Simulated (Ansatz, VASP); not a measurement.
# Cross-check of CdAgCl3 between VASP and Ansatz, part 3 of 3

One calculation is typed for both programs; each brings its own data sets. How far apart do they land? The cell is generated by rule, not measured, and may not be a known phase. The cell is taken from a series of runs on this material, whose earlier steps may have relaxed, scaled, displaced or heated it; both programs get it as it stands.

VASP 6.6.1 and Ansatz 0.2.0.

So far: Set-up; VASP: zone-centre phonons, PBEsol.

The structure was built from a prototype and need not be the compound's stable phase.

## (3) Ansatz: zone-centre phonons, PBEsol

Level of this step: Ansatz beside VASP: Kohn-Sham DFT, plane waves, PBEsol (Ansatz).

Ansatz runs on its default PAW (the set named soft_2) files.

The same cell, functional and mesh now go to Ansatz, which takes its cutoff from its data sets.

input.yaml

```yaml
crystal:
  lattice:
    - [4.9730379859, 0.0, 0.0]
    - [0.0, 3.6798684071, 3.7204879669]
    - [0.0, -3.6798684071, 3.7204879669]
  atoms:
    - { symbol: Ag, position: [0.0, 0.1284122157, 0.1284122157] }
    - { symbol: Cd, position: [0.5, 0.4616901599, 0.4616901599] }
    - { symbol: Cl, position: [0.5, 0.3673641866, 0.944090618] }
    - { symbol: Cl, position: [0.5, 0.944090618, 0.3673641866] }
    - { symbol: Cl, position: [0.0, 0.4717931902, 0.4717931902] }
kpoints:
  mp_grid: { grid: [6, 6, 6] }
hamiltonian:
  xc: pbesol
scf:
  occupations: { method: fixed }
output:
  eigenvalues: true
phonons:
  method: dfpt
  dielectric: true
  rigid_motions: translations
```

On the command line:

```bash
ansatz run input.yaml --threads 8 --pin off --max-ram 14336MiB --backend cpu --events-out ev --progress --plain --runs-dir out
```

Numbers of over 12 decimals in the logs are rounded to 6 here.

Output:

```text
Engine: ansatz 0.2.0, aarch64-unknown-linux-gnu
Pseudopotentials: kind: paw
Pseudopotential: Ag, paw, valence charge 19, recommended cutoff 420 eV (normal), Ag.paw.azcp
Pseudopotential: Cd, paw, valence charge 20, recommended cutoff 420 eV (normal), Cd.paw.azcp
Pseudopotential: Cl, paw, valence charge 7, recommended cutoff 420 eV (normal), Cl.paw.azcp
Functional definition: PBEsol
  exchange = pbesol_x
  correlation = pbesol_c
Crystal: 5 atoms, lattice volume = 136.171 Å³
Basis set: ecut = 420 eV, 2661 PW (Γ), exchange–correlation on 72×72×72 points (8 copies of the dense FFT grid, shifted against one another)
Bands: 36, of which v1, the nominal top of the filled ones, is band 30 counted from 1 (29 counted from 0)
Symmetry: 4 space group operations
k-points: 112 of 216 (irreducible under 1 space group operation, time reversal used)
Non-local potential: Ag, projectors of the file, l = 0: 3, l = 1: 2, l = 2: 2, l = 3: 1
Non-local potential: Cd, projectors of the file, l = 0: 3, l = 1: 2, l = 2: 2, l = 3: 1
Non-local potential: Cl, projectors of the file, l = 0: 2, l = 1: 2, l = 2: 2
PAW form: soft (Blöchl's): semilocal exchange-correlation on the pseudo side does not see the compensation charge
PAW frozen core: Ag, regenerated for the run's functional, and the local potential with it (the file was generated under x = pbe(κ = 0.804, μ = 0.219515), c = pbe(β = 0.066725))
PAW frozen core: Cd, regenerated for the run's functional, and the local potential with it (the file was generated under x = pbe(κ = 0.804, μ = 0.219515), c = pbe(β = 0.066725))
PAW frozen core: Cl, regenerated for the run's functional, and the local potential with it (the file was generated under x = pbe(κ = 0.804, μ = 0.219515), c = pbe(β = 0.066725))
PAW one-centre angular grid: Ag, 590 points (default); XC on 64 Gauss nodes
PAW one-centre angular grid: Cd, 590 points (default); XC on 64 Gauss nodes
PAW one-centre angular grid: Cl, 110 points (default); XC on 64 Gauss nodes
Initial density: superposition of atomic densities (neutral atoms: chi_scale 0, normalization atom), corrected by the library's trained network
Initial wavefunctions: pseudopotential atomic-orbital guess
Functional: x = pbesol(κ = 0.804, μ = 0.123457), c = pbesol(β = 0.046)
SCF iter   1: F=—  HF=-18891.741431 eV  |F-HF|=—  |Δ(HF+E_count)|=         —  Δρ=5.30e-3  dr2=4.43e-2  ethr=1.77e-3  ⟨swp⟩=4.8  Hψ=13877  notcnv=0  defer=444
preconditioner: auto → Resta (q_TF=auto, 2.380 Å⁻¹)  ε∞=4.8  [insulator: Δε(μ)=1.427 eV  Ē_g=10.861 eV  n_scr=26 (ndim 8)  ℏωp=21.1 eV  f_vac=0.208  ε∞_Penn≈4.8]
SCF iter   2: F=—  HF=-18891.729524 eV  |F-HF|=—  |Δ(HF+E_count)|=   1.19e-2  Δρ=1.99e-3  dr2=6.80e-3  ethr=7.38e-5  ⟨swp⟩=2.2  Hψ=6849  notcnv=0  defer=448
SCF iter   3: F=—  HF=-18891.728109 eV  |F-HF|=—  |Δ(HF+E_count)|=   1.41e-3  Δρ=6.06e-4  dr2=5.03e-4  ethr=1.13e-5  ⟨swp⟩=2.0  Hψ=6210  notcnv=0  defer=448
SCF iter   4: F=—  HF=-18891.728210 eV  |F-HF|=—  |Δ(HF+E_count)|=   1.00e-4  Δρ=2.37e-4  dr2=9.36e-5  ethr=8.38e-7  ⟨swp⟩=2.0  Hψ=5084  notcnv=0  defer=448
SCF iter   5: F=—  HF=-18891.728302 eV  |F-HF|=—  |Δ(HF+E_count)|=   9.27e-5  Δρ=5.88e-5  dr2=1.13e-5  ethr=1.56e-7  ⟨swp⟩=2.0  Hψ=5413  notcnv=0  defer=426
SCF iter   6: F=—  HF=-18891.728310 eV  |F-HF|=—  |Δ(HF+E_count)|=   8.07e-6  Δρ=3.20e-5  dr2=2.24e-6  ethr=1.88e-8  ⟨swp⟩=2.0  Hψ=6332  notcnv=0  defer=259
SCF iter   7: F=—  HF=-18891.728323 eV  |F-HF|=—  |Δ(HF+E_count)|=   1.27e-5  Δρ=1.14e-5  dr2=2.25e-7  ethr=3.73e-9  ⟨swp⟩=2.0  Hψ=6568  notcnv=0  defer=180
SCF iter   8: F=—  HF=-18891.728323 eV  |F-HF|=—  |Δ(HF+E_count)|=   3.88e-7  Δρ=3.76e-6  dr2=2.05e-8  ethr=3.75e-10  ⟨swp⟩=2.0  Hψ=6737  notcnv=0  defer=182
SCF iter   9: F=—  HF=-18891.728323 eV  |F-HF|=—  |Δ(HF+E_count)|=   2.13e-8  Δρ=1.19e-6  dr2=2.72e-9  ethr=3.42e-11  ⟨swp⟩=2.0  Hψ=6641  notcnv=0  defer=191
SCF iter  10: F=—  HF=-18891.728323 eV  |F-HF|=—  |Δ(HF+E_count)|=   2.19e-9  Δρ=3.04e-7  dr2=2.52e-10  ethr=4.54e-12  ⟨swp⟩=2.0  Hψ=5946  notcnv=0  defer=191
SCF iter  11: F=-18891.728323 eV  HF=-18891.728323 eV  |F-HF|=4.37e-11  |Δ(HF+E_count)|=  3.24e-10  Δρ=9.82e-8  dr2=2.41e-11  ethr=1.00e-12  ⟨swp⟩=13.0  Hψ=23897  notcnv=0
SCF 1 converged in 11 iterations: F = -18891.728323 eV  dr2 = 2.41e-11
  greatest PAW one-centre occupation: 1.001 electrons in one spin orbital (limit 2), on the Ag atom at site 0 (counted from 0), in its partial waves of l = 0
NSCF: frozen V_eff on 2 k-points
DFPT response loops at Γ: preconditioner auto → none (the input reference at scf.mixing.eps_inf says where Resta's filter doesn't serve); β = 0.50; Broyden in place of MSR1
── the response to a field inside a basis, on 6×6×6 k-points: an SCF that follows is theirs, and a resumed run solves both again ──
Bands: 31, of which v1, the nominal top of the filled ones, is band 30 counted from 1 (29 counted from 0)
k-points: 36 of 216 (time reversal used)
Initial density: handed on by an earlier stage of this run
Initial wavefunctions: pseudopotential atomic-orbital guess (no wavefunctions were taken with the density)
Eigensolver: Dense (36 Hₖ)
SCF iter   1: F=—  HF=-18891.687552 eV  |F-HF|=—  |Δ(HF+E_count)|=         —  Δρ=2.90e-4  dr2=1.89e-5  ethr=1.00e-1
preconditioner: auto → Resta (q_TF=auto, 2.380 Å⁻¹)  ε∞=7.5  [insulator: Δε(μ)=1.902 eV  Ē_g=8.275 eV  n_scr=26 (ndim 8)  ℏωp=21.1 eV  f_vac=0.204  ε∞_Penn≈7.5]
SCF iter   2: F=—  HF=-18891.687569 eV  |F-HF|=—  |Δ(HF+E_count)|=   1.79e-5  Δρ=1.53e-4  dr2=5.78e-6  ethr=3.16e-8
SCF iter   3: F=—  HF=-18891.687577 eV  |F-HF|=—  |Δ(HF+E_count)|=   7.87e-6  Δρ=1.58e-5  dr2=1.81e-7  ethr=9.64e-9
SCF iter   4: F=-18891.687577 eV  HF=-18891.687577 eV  |F-HF|=1.14e-8  |Δ(HF+E_count)|=   2.91e-8  Δρ=3.91e-6  dr2=3.05e-8  ethr=3.02e-10
SCF 1 converged in 4 iterations: F = -18891.687577 eV  dr2 = 3.05e-8
DFPT response loops at Γ: mixed as the last ones told, above
SCF converged after 11 iterations
Free energy (F): -18891.728323 eV
Harris-Foulkes:  -18891.728323 eV  (|F-HF|=4.37e-11)
Internal energy: -18891.728323 eV  (E = F + TS)
E sigma→0 (E₀):  -18891.728323 eV
Fermi energy:    3.811879 eV
--- Per-component energies (eV) ---
  E_band       = -1042.700250
  E_kinetic    = 1514.520311
  E_local      = -9048.868336  (includes V_loc(G=0)·N_el)
  E_nonlocal   = 212.811837
  E_hartree    = 4021.888247
  E_xc         = -672.458924
  E_vxc        = -813.318526  (∫ρ·V_xc dr)
  E_paw        = -9779.593957  (= ΣΔE_a)
  E_vpaw       = -951.622755  (= ΣTr[D̂ρ^β])
  E_aug_tail   = 0.000590  (compensation charges beyond the density's cutoff)
  E_ewald      = -5140.928087
  E_core_change = 0.899995  (= ΣΔE_core)
  E_smearing   = -0.000000  (= −TS)
  E_closure    = 0.000000  (closes the sum)
  Σ components = -18891.728323   (vs F -18891.728323, Δ=0.00e0)
--- Band table (eV; the first three rows and the last of 112) ---
  k-point 0: bands = [... 26 lower, 2.7223, 3.1676, 3.3687, 3.8025, 5.3243, 6.4985, 10.5153, 11.2781, ... 2 higher]
  k-point 1: bands = [... 26 lower, 2.7566, 3.0235, 3.3959, 3.8034, 5.8363, 6.6873, 10.3739, 11.2504, ... 2 higher]
  k-point 2: bands = [... 26 lower, 2.7792, 2.9109, 3.4068, 3.8038, 6.8754, 7.1555, 9.8880, 11.2924, ... 2 higher]
  k-point 111: bands = [... 26 lower, 3.1666, 3.2690, 3.6485, 3.7809, 7.5657, 9.6207, 9.8145, 10.1534, ... 2 higher]
--- Phonons (Γ-DFPT): 12 representative perturbations + reference, on 112 of 216 k-points (Σ response iterations 39) ---
  k mesh reduced under 1 symmetry operation, with k and −k counted as one. Each operation leaves every solved perturbation unchanged. A smaller set is not considered because the run solves the response to a homogeneous field
  ASR residual: 7.785e-5 → 0.000e0 eV/Å²; symmetrization residual: 2.648e-5 eV/Å²
  ASR residual per site (eV/Å²): 7.78e-5 3.63e-5 7.68e-5 7.68e-5 3.11e-5
  Γ frequencies (cm⁻¹): -62.23 -55.16 -30.40 -14.57 0.00 0.00 0.00 30.75 70.72 87.64 96.19 160.37 209.46 254.09 312.74
  ε∞ (high-frequency dielectric tensor):
        4.108523    -0.000000     0.000000
       -0.000000     3.814799     0.000000
        0.000000     0.000000     3.428687
  softest optical mode at Γ: -62.23 cm⁻¹; the repairs (sum rule, projections) moved no ω² at Γ by more than (1.91 cm⁻¹)²
  Born effective charges Z* (e; rows j = field, columns β = displacement):
    site 0:
         1.77464   -0.00000    0.00000
        -0.00000    1.20288    0.00000
         0.00000   -0.00000    0.92872
    site 1:
         2.62912   -0.00000    0.00000
        -0.00000    2.73288    0.00000
         0.00000    0.00000    2.56357
    site 2:
        -1.15843    0.00000   -0.00000
         0.00000   -1.62964    0.73745
        -0.00000    0.70229   -1.29196
    site 3:
        -1.15843    0.00000    0.00000
         0.00000   -1.62964   -0.73745
         0.00000   -0.70229   -1.29196
    site 4:
        -2.08689    0.00000   -0.00000
         0.00000   -0.67649   -0.00000
        -0.00000   -0.00000   -0.90837
  Z* charge neutrality: 3.761e-3 e pre-enforcement
  solved inside a basis spanned on kpoints, on 6×6×6 k-points, its susceptibility summed on 8×8×8: ε∞ is read to err by 1.7e-2, Z* by 2.4e-2 e (field_mesh: kpoints solves on kpoints); Z* is corrected for what the basis lacks
  optical modes at Γ without the LO–TO term, one row a degenerate level:
      ω (cm⁻¹)  modes    IR ((D/Å)²/amu)
        -62.23      1             0.0000
        -55.16      1             1.4905
        -30.40      1             1.3305
        -14.57      1             0.0207
         30.75      1             0.4914
         70.72      1             0.7130
[...]
optical modes at Γ + LO–TO along q̂ = [1.0000, 0.0000, 0.0000]:
      ω (cm⁻¹)  modes    IR ((D/Å)²/amu)
[...]
optical modes at Γ + LO–TO along q̂ = [0.0000, 1.0000, 0.0000]:
      ω (cm⁻¹)  modes    IR ((D/Å)²/amu)
[...]
optical modes at Γ + LO–TO along q̂ = [0.0000, 0.0000, 1.0000]:
      ω (cm⁻¹)  modes    IR ((D/Å)²/amu)
[...]
43.01      1             0.0751
         70.72      1             0.7130
         87.64      1             2.0415
        123.70      1             0.7395
        179.33      1             1.5471
        209.46      1             4.0804
        271.08      1             2.5230
        312.74      1             3.3012
```

Reading the cycles: dr2 is the Hartree energy of the density residual (eV), the measure of convergence; HF is the Harris–Foulkes estimate of the energy, which meets the free energy F at convergence.

## (4) Differences

Known differences besides the potentials themselves: fixed occupations in Ansatz, narrow Gaussian smearing in VASP; VASP's response is taken on the typed mesh, Ansatz refines its own for the field response alone; the data sets hold 60 valence electrons in Ansatz (on its default PAW (the set named soft_2) files) and 44 in VASP; the cutoff is 420 eV in Ansatz and 500 eV in VASP; Ansatz makes its cores anew for this functional, VASP keeps those of its PBE data sets. Total energies have different zeros and are not compared.

Compared:

```
                                              quantity  Ansatz   VASP  difference
                                                 ε∞ xx    4.11   4.08     +0.80 %
                                                 ε∞ yy    3.81   3.80     +0.45 %
                                                 ε∞ zz    3.43   3.41     +0.43 %
         Born charge of Ag1 (mean of the diagonal) (e)    1.30   1.30        0.00
         Born charge of Cd2 (mean of the diagonal) (e)    2.64   2.63       +0.01
         Born charge of Cl3 (mean of the diagonal) (e)   -1.36  -1.36        0.00
optical mode 1 (imaginary, printed as negative) (cm⁻¹)   -62.2  -64.2        +2.0
optical mode 2 (imaginary, printed as negative) (cm⁻¹)   -55.2  -57.8        +2.6
optical mode 3 (imaginary, printed as negative) (cm⁻¹)   -30.4  -29.5        -0.9
optical mode 4 (imaginary, printed as negative) (cm⁻¹)   -14.6  -17.5        +2.9
                                 optical mode 5 (cm⁻¹)    30.8   29.2        +1.6
                                 optical mode 6 (cm⁻¹)    70.7   70.3     +0.57 %
                                 optical mode 7 (cm⁻¹)    87.6   86.5     +1.29 %
                                 optical mode 8 (cm⁻¹)    96.2   97.0     -0.86 %
                                 optical mode 9 (cm⁻¹)   160.4  159.9     +0.27 %
                                optical mode 10 (cm⁻¹)   209.5  214.9     -2.51 %
                                optical mode 11 (cm⁻¹)   254.1  257.6     -1.35 %
                                optical mode 12 (cm⁻¹)   312.7  319.6     -2.13 %
```

Modes are paired by rising frequency, not by their patterns, so a pair may set unlike modes beside each other; they are those without the splitting of longitudinal modes.

## (5) Summary of results

```yaml
r_m_s_difference_of_the_optical_zone_centre_modes_each_program_s_sorted_by_frequency_zone_centre_phonons_pbesol: 3.1 cm⁻¹
difference_in_optical_mode_10_zone_centre_phonons_pbesol: -2.5 %
```

What this shows: The r.m.s. difference of the optical zone-centre modes, each program's sorted by frequency is 3.1 cm⁻¹ (zone-centre phonons, PBEsol). The data sets hold unlike numbers of valence electrons (60 in Ansatz and 44 in VASP), so part of the differences comes from the potentials. Among the rows given in per cent, the largest difference of the zone-centre phonons, PBEsol pair is in optical mode 10, -2.5 %. Such differences can come from data sets, numerical settings and the points named under the comparisons, not from the functional's error against experiment.

[Lines on the potential files, build, host, timing and source positions are cut from VASP's logs without a mark.]

[Logs are printed without paths, hosts, clocks, repeated set-up lines and the standing remarks that a program may print on its own settings, such as how far it seeks lower states.]

[Hosts, paths, dates, database ids (printed as entryN), source tags and the programs' standing remarks are cut or masked in the printed files.]
